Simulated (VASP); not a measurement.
## GW on GaAs: a test of the settings

Aim: test the GW correction to the gap of GaAs. The starting structure is a measured crystal structure from the Crystallography Open Database. Cell and atoms stay as given.

Main program and level: VASP 6.6.1; GW on LDA orbitals, with plane waves and PAW data sets made for GW.

## (1) Starting point

The structure is cubic, space group F-43m (No. 216). Conventional cell: a = 5.654 Å, b = 5.654 Å, c = 5.654 Å, α = 90.00°, β = 90.00°, γ = 90.00°. Nearest to As lie 4 Ga at 2.45 Å. Ga has 4 As at 2.45 Å nearest. Farther neighbours are not listed.

## (2) G0W0 (response cutoff 100 eV, 4×4×4 mesh)

It reads the orbitals and their derivatives (WAVECAR and WAVEDER) of a run with the empty bands, which follows a ground-state run; neither is shown.

The input, INCAR:

```
SYSTEM = GaAs
PREC = Accurate
ENCUT = 430
ISMEAR = 0
SIGMA = 0.01
LREAL = .FALSE.
GGA = CA
NBANDS = 104
ALGO = EVGW0
NELMGW = 1
ENCUTGW = 100
NOMEGA = 40
PRECFOCK = Fast
NBANDSGW = 20
LWAVE = .FALSE.
LCHARG = .FALSE.
```

The input, POSCAR:

```
GaAs
1.0
    0.0000000000      2.8268500000      2.8268500000
    2.8268500000      0.0000000000      2.8268500000
    2.8268500000      2.8268500000      0.0000000000
As Ga
1 1
Direct
    0.7500000000      0.7500000000      0.7500000000
    0.0000000000      0.0000000000      0.0000000000
```

The input, KPOINTS:

```
Automatic mesh
0
Gamma
4 4 4
0 0 0
```

The projector-augmented-wave data sets are As_GW and Ga_d_GW (LDA family, release 64).

Command:

```bash
> mpirun -np 4 vasp_std
```

The program printed:

```text
[banner, memory and clock lines left out]
running    4 mpi-ranks, on    1 nodes
 distrk:  each k-point on    4 cores,    1 groups
 distr:  one band on    1 cores,    4 groups

 POSCAR found type information on POSCAR AsGa
 POSCAR found :  2 types and       2 ions
|                                                                             |
|           W    W    AA    RRRRR   N    N  II  N    N   GGGG   !!!           |
|           W    W   A  A   R    R  NN   N  II  NN   N  G    G  !!!           |
|           W    W  A    A  R    R  N N  N  II  N N  N  G       !!!           |
|           W WW W  AAAAAA  RRRRR   N  N N  II  N  N N  G  GGG   !            |
|           WW  WW  A    A  R   R   N   NN  II  N   NN  G    G                |
|           W    W  A    A  R    R  N    N  II  N    N   GGGG   !!!           |
|                                                                             |
|     The default for ENCUTGWSOFT is different in this version of VASP.       |
|     please manually set ENCUTGWSOFT =100 in the INCAR file.                 |
|                                                                             |

 LDA part: xc-table for (Slater(with rela. corr.)+CA(PZ))
 , standard interpolation
 found WAVECAR, reading the header
 POSCAR, INCAR and KPOINTS ok, starting setup
 FFT: planning ... GRIDC
 FFT: planning ... GRID_SOFT
 FFT: planning ... GRID
 reading WAVECAR
 the WAVECAR file was read successfully
 initial charge from wavefunction
 available memory per node:    188.43 GB, setting MAXMEM to    192948

 The Fermi energy was updated, please check that it is located mid-gap
 values below the HOMO (VB) or above the LUMO (CB) will cause erroneous energies
 E-fermi :   3.9082

 calculate exact exchange contribution
 the WAVEDER file was read successfully
|                                                                             |
|           W    W    AA    RRRRR   N    N  II  N    N   GGGG   !!!           |
|           W    W   A  A   R    R  NN   N  II  NN   N  G    G  !!!           |
|           W    W  A    A  R    R  N N  N  II  N N  N  G       !!!           |
|           W WW W  AAAAAA  RRRRR   N  N N  II  N  N N  G  GGG   !            |
|           WW  WW  A    A  R   R   N   NN  II  N   NN  G    G                |
|           W    W  A    A  R    R  N    N  II  N    N   GGGG   !!!           |
|                                                                             |
|     Automatic setting of frequency mesh for GW failed. Frequency mesh       |
|     properly not suitable for determining QP energies. Consider             |
|     increasing number of kpoints.                                           |
|                                                                             |

energies w=
    0.000    0.000    0.363    0.000    0.724    0.000    1.081    0.000
    1.432    0.000    1.776    0.000    2.112    0.000    2.440    0.000
    2.762    0.000    3.076    0.000    3.386    0.000    3.691    0.000
    3.994    0.000    4.295    0.000    4.597    0.000    4.902    0.000
    5.212    0.000    5.530    0.000    5.858    0.000    6.199    0.000
    6.557    0.000    6.936    0.000    7.343    0.000    7.782    0.000
    8.264    0.000    8.796    0.000    9.393    0.000   10.072    0.000
   10.858    0.000   11.781    0.000   12.890    0.000   14.253    0.000
   15.974    0.000   18.221    0.000   21.286    0.000   25.712    0.000
   32.649    0.000   45.028    0.000   73.192    0.000  198.617    0.000
 responsefunction array rank=     116
 LDA part: xc-table for (Slater(with rela. corr.)+CA(PZ))
 , standard interpolation

 min. memory requirement per mpi rank    107.5 MB, per node    430.1 MB

 allocating  10 responsefunctions rank=   116
 shmem allocating  40 responsefunctions rank=   116
 response function shared by NCSHMEM nodes    1
 Doing           10  frequencies on each core in blocks of           40
NQ=   1    0.0000    0.0000    0.0000,
|.........|.........|.........|.........|.........|.........|.........|.........
 performed        142000 updates of chi_q(r,r)
 total number of BLAS operations         14.58 Gflops
NQ=   2    0.2500    0.0000    0.0000,
|.........|.........|.........|.........|.........|.........|.........|.........
 performed        401000 updates of chi_q(r,r)
 total number of BLAS operations         37.01 Gflops
NQ=   3    0.5000    0.0000    0.0000,
|.........|.........|.........|.........|.........|.........|.........|.........
 performed        626000 updates of chi_q(r,r)
 total number of BLAS operations         58.09 Gflops
NQ=   4    0.2500    0.2500    0.0000,
|.........|.........|.........|.........|.........|.........|.........|.........
 performed        885000 updates of chi_q(r,r)
 total number of BLAS operations         79.24 Gflops
NQ=   5    0.5000    0.2500    0.0000,
|.........|.........|.........|.........|.........|.........|.........|.........
 performed       1235000 updates of chi_q(r,r)
 total number of BLAS operations        109.59 Gflops
NQ=   6   -0.2500    0.2500    0.0000,
|.........|.........|.........|.........|.........|.........|.........|.........
 performed       1552000 updates of chi_q(r,r)
 total number of BLAS operations        133.48 Gflops
NQ=   7    0.5000    0.5000    0.0000,
|.........|.........|.........|.........|.........|.........|.........|.........
 performed       1752000 updates of chi_q(r,r)
 total number of BLAS operations        152.23 Gflops
NQ=   8   -0.2500    0.5000    0.2500,
|.........|.........|.........|.........|.........|.........|.........|.........
 performed       2002000 updates of chi_q(r,r)
 total number of BLAS operations        175.64 Gflops
 resolving degeneracies of screened two electron integrals

 calculate QP shifts <psi_nk| G(iteration)W_0 |psi_nk>: iteration 1
 entering main loop
```

Elapsed: 51 s, on 4 MPI ranks of AMD EPYC 7R43, shared host; peak memory 0.55 GiB; 3.3 min of CPU time.

The logs omit lines about the potential files and the build; timing stands in the text.

Parts of OUTCAR (step 2):

```text
ion  position               nearest neighbor table
   1  0.750  0.750  0.750-   2 2.45   2 2.45   2 2.45   2 2.45
   2  0.000  0.000  0.000-   1 2.45   1 2.45   1 2.45   1 2.45

  LATTYP: Found a face centered cubic cell.
 ALAT       =     5.6537000000

 Subroutine GETGRP returns: Found 24 space group operations
 (whereof 24 operations were pure point group operations)

The static configuration has the point symmetry T_d .

 Found      8 irreducible k-points:

   k-points           NKPTS =      8   k-points in BZ     NKDIM =     64   number of bands    NBANDS=    104

   dimension x,y,z NGX =    28 NGY =   28 NGZ =   28
   dimension x,y,z NGXF=    56 NGYF=   56 NGZF=   56

   ENCUT  =  430.0 eV  31.60 Ry    5.62 a.u.   6.76  6.76  6.76*2*pi/ulx,y,z

   NELECT =      18.0000    total number of electrons

  energy-cutoff  :      430.00
  volume of cell :       45.18
      direct lattice vectors                 reciprocal lattice vectors
     0.000000000  2.826850000  2.826850000    -0.176875321  0.176875321  0.176875321
     2.826850000  0.000000000  2.826850000     0.176875321 -0.176875321  0.176875321
     2.826850000  2.826850000  0.000000000     0.176875321  0.176875321 -0.176875321

 k-points in reciprocal lattice and weights: Automatic mesh
   0.00000000  0.00000000  0.00000000       0.016
   0.25000000  0.00000000  0.00000000       0.125
   0.50000000  0.00000000  0.00000000       0.062
   0.25000000  0.25000000  0.00000000       0.094
   0.50000000  0.25000000  0.00000000       0.375
  -0.25000000  0.25000000  0.00000000       0.188
   0.50000000  0.50000000  0.00000000       0.047
  -0.25000000  0.50000000  0.25000000       0.094

 E-fermi :   3.9082

 QP shifts <psi_nk| G(iteration)W_0 |psi_nk>: iteration 1
 for sc-GW calculations column KS-energies equals QP-energies in previous step
 and V_xc(KS)=  KS-energies - (<T + V_ion + V_H > + <T+V_H+V_ion>^1  + <V_x>^1)
 k-point   1 :       0.0000    0.0000    0.0000
  band No.  KS-energies  QP-energies   sigma(KS)   V_xc(KS)     V^pw_x(r,r')   Z            occupation Imag(sigma)
    ...
      6      -9.0157      -9.1803     -11.7049     -11.4512     -18.0979       0.6489       2.0000       1.0559
      7       3.7550       3.5984     -12.3258     -12.1201     -13.6411       0.7613       2.0000       0.1268
      8       3.7550       3.5984     -12.3258     -12.1201     -13.6411       0.7613       2.0000       0.1268
      9       3.7550       3.5984     -12.3258     -12.1201     -13.6411       0.7613       2.0000       0.1268
     10       4.0614       4.9151     -10.8375     -11.9511      -7.1788       0.7666       0.0000      -0.0400
     11       7.3887       7.7271      -9.9209     -10.3647      -5.5792       0.7625       0.0000      -0.1035
     12       7.3887       7.7271      -9.9209     -10.3647      -5.5792       0.7625       0.0000      -0.1035
     13       7.3887       7.7271      -9.9209     -10.3647      -5.5792       0.7625       0.0000      -0.1035
    ...

 k-point   2 :       0.2500    0.0000    0.0000
  band No.  KS-energies  QP-energies   sigma(KS)   V_xc(KS)     V^pw_x(r,r')   Z            occupation Imag(sigma)
    ...
      6      -8.3239      -8.5271     -12.1058     -11.8016     -18.2893       0.6681       2.0000       0.9983
      7      -0.4575      -0.6130     -11.6677     -11.4563     -14.0653       0.7356       2.0000       0.2204
      8       3.0667       2.8793     -12.0438     -11.7966     -13.4702       0.7582       2.0000       0.1355
      9       3.0667       2.8793     -12.0438     -11.7966     -13.4702       0.7582       2.0000       0.1355
     10       5.0432       5.6096     -10.1940     -10.9287      -6.3511       0.7708       0.0000      -0.0656
     11       8.2584       8.6070      -9.9932     -10.4528      -5.4518       0.7584       0.0000      -0.1271
     12       8.2584       8.6070      -9.9932     -10.4528      -5.4518       0.7584       0.0000      -0.1271
     13       9.5552      10.0619     -10.1392     -10.8148      -5.3750       0.7499       0.0000      -0.1672
    ...

 k-point   3 :       0.5000    0.0000    0.0000
  band No.  KS-energies  QP-energies   sigma(KS)   V_xc(KS)     V^pw_x(r,r')   Z            occupation Imag(sigma)
    ...
      6      -7.2454      -7.4583     -12.7196     -12.4067     -18.5569       0.6802       2.0000       0.8784
      7      -2.9653      -3.2284     -11.1242     -10.7547     -14.6889       0.7120       2.0000       0.4165
      8       2.6003       2.3869     -11.9544     -11.6711     -13.5516       0.7533       2.0000       0.1452
      9       2.6003       2.3869     -11.9544     -11.6711     -13.5516       0.7533       2.0000       0.1452
     10       4.5865       5.1220     -10.1018     -10.7947      -6.3572       0.7727       0.0000      -0.0612
     11       8.2974       8.5797      -9.6258      -9.9965      -5.0779       0.7613       0.0000      -0.1284
     12       8.2974       8.5797      -9.6258      -9.9965      -5.0779       0.7613       0.0000      -0.1284
     13      11.2765      11.4269      -7.8773      -8.0748      -2.5908       0.7618       0.0000      -0.2796
    ...

 k-point   4 :       0.2500    0.2500    0.0000
  band No.  KS-energies  QP-energies   sigma(KS)   V_xc(KS)     V^pw_x(r,r')   Z            occupation Imag(sigma)
    ...
      6      -8.0880      -8.2892     -12.1645     -11.8638     -18.2660       0.6690       2.0000       0.9806
      7      -0.4135      -0.4972     -12.0376     -11.9239     -14.3994       0.7370       2.0000       0.2133
      8       2.0417       1.8013     -11.6389     -11.3187     -13.3078       0.7505       2.0000       0.1517
      9       2.0417       1.8013     -11.6389     -11.3187     -13.3078       0.7505       2.0000       0.1517
     10       5.5965       5.8838      -9.3849      -9.7561      -5.4256       0.7741       0.0000      -0.0833
     11       6.8793       7.3348      -9.9209     -10.5147      -5.7301       0.7671       0.0000      -0.1051
     12      10.2643      10.6915     -10.4855     -11.0619      -5.4566       0.7410       0.0000      -0.1976
     13      10.2643      10.6915     -10.4855     -11.0619      -5.4566       0.7410       0.0000      -0.1976
    ...

[... 4 further parts left out ...]
```

G0W0 (response cutoff 100 eV, 4×4×4 mesh): the quasiparticle gap on this mesh is 1.317 eV, +1.010 eV from the LDA gap on the same points, with 104 bands.

## (3) G0W0 (response cutoff 160 eV, 4×4×4 mesh)

It reads the orbitals and their derivatives (WAVECAR and WAVEDER) of a run with the empty bands, which follows a ground-state run; neither is shown.

Changes to INCAR since step 2:

```diff
@@ -7,6 +7,6 @@
 GGA = CA
-NBANDS = 104
+NBANDS = 208
 ALGO = EVGW0
 NELMGW = 1
-ENCUTGW = 100
+ENCUTGW = 160
 NOMEGA = 40
```

POSCAR is that of step 2.

KPOINTS is that of step 2.

Command:

```bash
> mpirun -np 4 vasp_std
```

The program printed:

```text
[banner, memory and clock lines left out]
running    4 mpi-ranks, on    1 nodes
[...]
|                                                                             |
|           W    W    AA    RRRRR   N    N  II  N    N   GGGG   !!!           |
|           W    W   A  A   R    R  NN   N  II  NN   N  G    G  !!!           |
|           W    W  A    A  R    R  N N  N  II  N N  N  G       !!!           |
|           W WW W  AAAAAA  RRRRR   N  N N  II  N  N N  G  GGG   !            |
|           WW  WW  A    A  R   R   N   NN  II  N   NN  G    G                |
|           W    W  A    A  R    R  N    N  II  N    N   GGGG   !!!           |
|                                                                             |
|     The default for ENCUTGWSOFT is different in this version of VASP.       |
|     please manually set ENCUTGWSOFT =160 in the INCAR file.                 |
|                                                                             |

 LDA part: xc-table for (Slater(with rela. corr.)+CA(PZ))
[...]
total number of BLAS operations        418.37 Gflops
NQ=   4    0.2500    0.2500    0.0000,
|.........|.........|.........|.........|.........|.........|.........|.........
 performed       1813000 updates of chi_q(r,r)
 total number of BLAS operations        590.97 Gflops
NQ=   5    0.5000    0.2500    0.0000,
|.........|.........|.........|.........|.........|.........|.........|.........
 performed       2524000 updates of chi_q(r,r)
 total number of BLAS operations        844.50 Gflops
NQ=   6   -0.2500    0.2500    0.0000,
|.........|.........|.........|.........|.........|.........|.........|.........
 performed       3169000 updates of chi_q(r,r)
 total number of BLAS operations       1072.14 Gflops
NQ=   7    0.5000    0.5000    0.0000,
|.........|.........|.........|.........|.........|.........|.........|.........
 performed       3581000 updates of chi_q(r,r)
 total number of BLAS operations       1234.69 Gflops
NQ=   8   -0.2500    0.5000    0.2500,
|.........|.........|.........|.........|.........|.........|.........|.........
 performed       4093000 updates of chi_q(r,r)
 total number of BLAS operations       1411.95 Gflops
 resolving degeneracies of screened two electron integrals

 calculate QP shifts <psi_nk| G(iteration)W_0 |psi_nk>: iteration 1
 entering main loop
[key lines of the parts left out:]
E-fermi :   3.9082
```

Wall time 96 s (4 MPI ranks); peak memory 0.79 GiB; 6.4 min of CPU time.

Parts of OUTCAR (step 3):

```text
 QP shifts <psi_nk| G(iteration)W_0 |psi_nk>: iteration 1
 for sc-GW calculations column KS-energies equals QP-energies in previous step
 and V_xc(KS)=  KS-energies - (<T + V_ion + V_H > + <T+V_H+V_ion>^1  + <V_x>^1)
 k-point   1 :       0.0000    0.0000    0.0000
  band No.  KS-energies  QP-energies   sigma(KS)   V_xc(KS)     V^pw_x(r,r')   Z            occupation Imag(sigma)
    ...
      6      -9.0157      -9.2975     -11.8860     -11.4512     -18.0979       0.6481       2.0000       0.8981
      7       3.7550       3.4373     -12.5375     -12.1201     -13.6411       0.7609       2.0000       0.0020
      8       3.7550       3.4373     -12.5375     -12.1201     -13.6411       0.7609       2.0000       0.0020
      9       3.7550       3.4373     -12.5375     -12.1201     -13.6411       0.7609       2.0000       0.0020
     10       4.0614       4.7387     -11.0676     -11.9511      -7.1788       0.7665       0.0000      -0.1836
     11       7.3887       7.6098     -10.0746     -10.3647      -5.5792       0.7621       0.0000      -0.1973
     12       7.3887       7.6098     -10.0746     -10.3647      -5.5792       0.7621       0.0000      -0.1973
     13       7.3887       7.6098     -10.0746     -10.3647      -5.5792       0.7621       0.0000      -0.1973
    ...

[... 1 part as in an earlier step ...]

[... 2 further parts left out ...]
[key lines of the parts left out:]
E-fermi :   3.9082
```

G0W0 (response cutoff 160 eV, 4×4×4 mesh): the quasiparticle gap on this mesh is 1.301 eV, +0.995 eV from the LDA gap on the same points, with 208 bands.

(Continued in part 2 of 3.)

[Lines on the potential files, build, host, timing and source positions are cut from VASP's logs without a mark.]

[Logs are printed without paths, hosts, clocks, repeated set-up lines and the standing remarks that a program may print on its own settings, such as how far it seeks lower states.]

[Hosts, paths, dates, database ids (printed as entryN), source tags and the programs' standing remarks are cut or masked in the printed files.]
